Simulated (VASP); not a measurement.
Input:

```xyz
8
Lattice="4.0040 0.0000 0.0000 -2.0020 3.4676 0.0000 0.0000 0.0000 13.0156" Properties=species:S:1:pos:R:3 pbc="T T T"
Mg     2.0020     3.4676     0.0108
Mg     4.0040     0.0000     6.5186
Mg     2.0020     1.1559     9.7639
Mg     0.0000     2.3117     3.2561
S      2.0020     3.4676    10.5740
S      4.0040     0.0000     4.0662
S      2.0020     1.1559     7.3178
S      0.0000     2.3117     0.8099
```

All values below come from r2SCAN meta-GGA, VASP's PBE PAW potentials (set 64) (plane waves; VASP). Run with 400 eV cut-off, 8×8×3 Γ-centred mesh, Gaussian smearing of 0.010 eV, potentials Mg S.

Question: Give the direction-averaged independent-particle dielectric function (no local fields, no excitons; a broadening of 0.1 eV leaves a tail below the gap, and fine structure carries the noise of the k-mesh).

Answer: 
| ħω (eV) | ε₁ | ε₂ |
|---|---|---|
| 0.00 | 4.00 | 0.00 |
| 0.20 | 4.01 | 0.00 |
| 0.40 | 4.01 | 0.00 |
| 0.60 | 4.02 | 0.01 |
| 0.80 | 4.04 | 0.01 |
| 1.00 | 4.06 | 0.01 |
| 1.20 | 4.08 | 0.01 |
| 1.40 | 4.12 | 0.02 |
| 1.60 | 4.15 | 0.02 |
| 1.80 | 4.19 | 0.02 |
| 2.00 | 4.24 | 0.03 |
| 2.20 | 4.30 | 0.03 |
| 2.40 | 4.36 | 0.03 |
| 2.60 | 4.44 | 0.04 |
| 2.80 | 4.52 | 0.05 |
| 3.00 | 4.62 | 0.05 |
| 3.20 | 4.74 | 0.06 |
| 3.40 | 4.87 | 0.07 |
| 3.60 | 5.03 | 0.09 |
| 3.80 | 5.23 | 0.11 |
| 4.10 | 5.63 | 0.28 |
| 4.30 | 5.73 | 0.32 |
| 4.50 | 6.17 | 0.50 |
| 4.70 | 6.56 | 0.66 |
| 4.90 | 6.54 | 1.00 |
| 5.10 | 7.17 | 1.63 |
| 5.30 | 7.16 | 1.47 |
| 5.50 | 8.14 | 1.75 |
| 5.70 | 9.12 | 3.44 |
| 5.90 | 8.12 | 5.34 |
| 6.10 | 7.56 | 5.90 |
| 6.30 | 7.14 | 6.95 |
| 6.50 | 5.57 | 7.27 |
| 6.70 | 4.77 | 8.51 |
| 6.90 | 2.73 | 7.20 |
| 7.10 | 2.64 | 6.94 |
| 7.30 | 2.69 | 5.57 |
| 7.50 | 2.97 | 6.40 |
| 7.70 | 2.82 | 6.82 |
| 8.00 | 2.22 | 7.06 |
ε₂ peaks at 6.7 eV (height 8.5); ε₁(0) averages 4.00, so the electronic refractive index below the gap tends to √4.00 = 2.00.

The structure was generated: MgS was put into the 4H type (P6_3mc), which need not be its known phase. It was relaxed first.
